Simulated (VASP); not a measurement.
A convergence study with VASP on Ge (space group no. 227 when undisturbed): one setting is varied, all else stays as given below, so the limit is that of these other settings. One atom is moved off its site, so that forces are finite.

```yaml
crystal:
  lattice:
    - [0.00000, 2.84314, 2.84314]
    - [2.84314, 0.00000, 2.84314]
    - [2.84314, 2.84314, 0.00000]
  atoms:
    - { symbol: Ge, position: [0.00508, 0.00508, 0.00508] }
    - { symbol: Ge, position: [0.25000, 0.25000, 0.25000] }
```

The numbers are results of PBE GGA, VASP's PBE PAW potentials (set 64) (plane waves; VASP), not measurements. The tightest run used: 720 eV cut-off, 8×8×8 Γ-centred mesh, Fermi-Dirac smearing of 0.010 eV, potentials Ge_d.

| setting | E (eV/atom) | pressure (GPa) | largest force (eV/Å) | plane waves |
|---|---|---|---|---|
| ENCUT = 105 | 323.5042 | -9107.42 | 20.444 | 125 |
| ENCUT = 120 | 134.8833 | -4651.17 | 11.312 | 144 |
| ENCUT = 135 | 57.3770 | -2336.41 | 6.516 | 174 |
| ENCUT = 150 | 23.0092 | -1167.23 | 2.011 | 200 |
| ENCUT = 165 | 7.1992 | -584.07 | 0.359 | 229 |
| ENCUT = 180 | 0.6947 | -313.91 | 1.296 | 265 |
| ENCUT = 210 | -3.4588 | -96.26 | 0.514 | 332 |
| ENCUT = 240 | -4.3282 | -26.40 | 0.559 | 399 |

Question: These are the cheaper rows. Estimate the results at ENCUT = 720, and how far the last row shown lies from them.

Answer: 
| quantity | tightest run | last row shown is off by |
|---|---|---|
| E (eV/atom) | -4.4989 | 0.1706 |
| pressure (GPa) | 2.63 | -29.03 |
| largest force (eV/Å) | 0.585 | -0.026 |

Left out are rungs that failed or repeat a setting and relaxations that didn't move; long series are thinned to 24 rows.

The structure is a typed Ge crystal (space group no. 227). The cell was not relaxed at this level, it is distorted from the ideal structure.
